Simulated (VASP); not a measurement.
Crystal: GaP.

```
Ga P
1.0
     0.00000    2.75264    2.75264
     2.75264    0.00000    2.75264
     2.75264    2.75264    0.00000
Ga P
1 1
Cartesian
  0.0000 0.0000 0.0000
  1.3763 1.3763 1.3763
```

The cell was built by a generator and needn't be a form met in nature.

Base run:

| Item | Value |
| --- | --- |
| Program | VASP 6.6.1 |
| Functional | HSE06 |
| Potentials or basis | VASP PAW PBE potentials, release 64 (Ga_d, P) |
| Cutoff | 520 eV |
| k mesh | 6 × 6 × 6 |
| Occupations | gaussian, width 0.02 eV |
| Spin | no spin polarisation |

Its results: band gap on the k mesh 2.37 eV, indirect (least direct gap 2.54 eV); pressure -2.0 GPa.

After a change of settings the same cell gave: band gap on the k mesh 3.03 eV, indirect (least direct gap 3.19 eV); pressure -2.2 GPa. Which change was it?
A. functional from HSE06 to PBE0
B. further incar settings from ALGO = Normal; EDIFF = 1e-07 to ALGO = Normal; EDIFF = 1e-07; NBANDS = 16
C. functional from HSE06 to r2SCAN; k mesh from 6 × 6 × 6 to 10 × 10 × 10

A.

Caveats: the PAW data sets were made with another functional, which shifts forces and pressure a little.

Runs at the PBE level aren't shown here.
